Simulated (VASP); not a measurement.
VASP ran on this input.

File POSCAR:
```
Li
1
   -1.7132431163     1.7132431163     1.7132431163
    1.7132431163    -1.7132431163     1.7132431163
    1.7132431163     1.7132431163    -1.7132431163
Li
1
Direct
  0.0000000000   0.0000000000   0.0000000000
```

File KPOINTS:
```
Regular mesh
0
G
15 15 15
0 0 0
```

### INCAR
```
ALGO  =  Normal
EDIFF  =  1E-7
ENCUT  =  520
GGA  =  PS
ISIF  =  2
ISMEAR  =  1
LASPH  =  T
LCHARG  =  F
LREAL  =  F
LWAVE  =  F
NELM  =  100
PREC  =  Accurate
SIGMA  =  0.1
SYSTEM  =  Li
```

POTCAR, in this order: Li_sv (PBE.64 set). Program: vasp_std.

### Question
Write an equivalent input for Quantum ESPRESSO's pw.x.

### Answer
One equivalent input (not run):
```
&CONTROL
  calculation = 'scf'
  pseudo_dir = './pseudo'
  outdir = './out'
  tprnfor = .true.
  tstress = .true.
/
&SYSTEM
  ibrav = 0
  nat = 1
  ntyp = 1
  ecutwfc = 74
  occupations = 'smearing'
  smearing = 'methfessel-paxton'
  degauss = 0.00735
  input_dft = 'pbesol'
/
&ELECTRONS
  conv_thr = 7.3e-09
  electron_maxstep = 100
/
ATOMIC_SPECIES
  Li 6.940 Li.upf
CELL_PARAMETERS angstrom
    -1.7132431    1.7132431    1.7132431
     1.7132431   -1.7132431    1.7132431
     1.7132431    1.7132431   -1.7132431
ATOMIC_POSITIONS crystal
  Li   0.0000000  0.0000000  0.0000000
K_POINTS automatic
  15 15 15 0 0 0
```
The two are equivalent in intent, not identical: the potentials are each code's own (VASP's PAW set, PseudoDojo norm-conserving files in pw.x), so ENCUT and ecutwfc are chosen apart and not converted; conv_thr bounds pw.x's estimated SCF error, while EDIFF bounds the energy change between steps.

The compound is Li in the bcc structure. It was relaxed first, which changed the volume by -5 %.
